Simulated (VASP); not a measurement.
Calculation: LDA (Ceperley-Alder, Perdew-Zunger), VASP's LDA PAW potentials (set 64) (plane waves; VASP).

The input files of a VASP run:

**INCAR**
```
! general
SYSTEM = SiO2
PREC   = Accurate
ENCUT  = 520
LREAL  = F   ! projection in real space or not
LASPH  = T

! electronic loop
EDIFF  = 1E-7   ! SCF stop (eV)
NELM   = 100   ! most electronic steps
ALGO   = Normal

! smearing
ISMEAR = 0   ! Gaussian
SIGMA  = 0.05

! ions
IBRION = 2   ! conjugate gradients
NSW    = 30   ! most ionic steps
ISIF   = 4   ! ions and shape, fixed volume
EDIFFG = -0.01   ! ionic stop

! output
LWAVE  = F
LCHARG = F
```

File KPOINTS:
```
kpoints
0
G
5 5 8
0 0 0
```

**POSCAR**
```
SiO2
1.0
  4.2383260591   0.0000000000   0.0000000000
  0.0000000000   4.2383260591   0.0000000000
  0.0000000000   0.0000000000   2.7178201285
Si O
2 4
Cartesian
  0.0000000000   0.0000000000   0.0000000000
  2.1191630296   2.1191630296   1.3589100643
  1.2943426626   1.2943426626   0.0000000000
  3.4135056922   0.8248203669   1.3589100643
  0.8248203669   3.4135056922   1.3589100643
  2.9439833965   2.9439833965   0.0000000000
```

POTCAR, in this order: Si O (LDA.64 set). Program: vasp_std.

Question: Predict the energy per atom (σ→0), band gap (on the k-mesh).

Answer: 
| Property | Result |
|---|---|
| energy per atom (σ→0) | -8.640 eV/atom |
| band gap (on the k-mesh) | 4.89 eV |

**OSZICAR**
```
...
   4 F= -.51837053E+02 E0= -.51837053E+02  d E =-.144288E-02
       N       E                     dE             d eps       ncg     rms          rms(c)
DAV:   1    -0.518372807178E+02   -0.22820E-03   -0.11667E-02  1308   0.943E-01    0.815E-02
DAV:   2    -0.518371923475E+02    0.88370E-04   -0.19322E-04  1392   0.118E-01    0.452E-02
DAV:   3    -0.518371425048E+02    0.49843E-04   -0.65632E-05  1388   0.715E-02    0.310E-03
DAV:   4    -0.518371429116E+02   -0.40680E-06   -0.55485E-06  1384   0.186E-02    0.279E-03
DAV:   5    -0.518371428690E+02    0.42573E-07   -0.91585E-08   812   0.333E-03
   5 F= -.51837143E+02 E0= -.51837143E+02  d E =-.153322E-02
```

The compound is SiO2 in the rutile structure, stishovite, a high-pressure form. This cell is one point of a volume scan, at 1.06 of the reference volume. Symmetry was kept, so distortions that lower it aren't found.
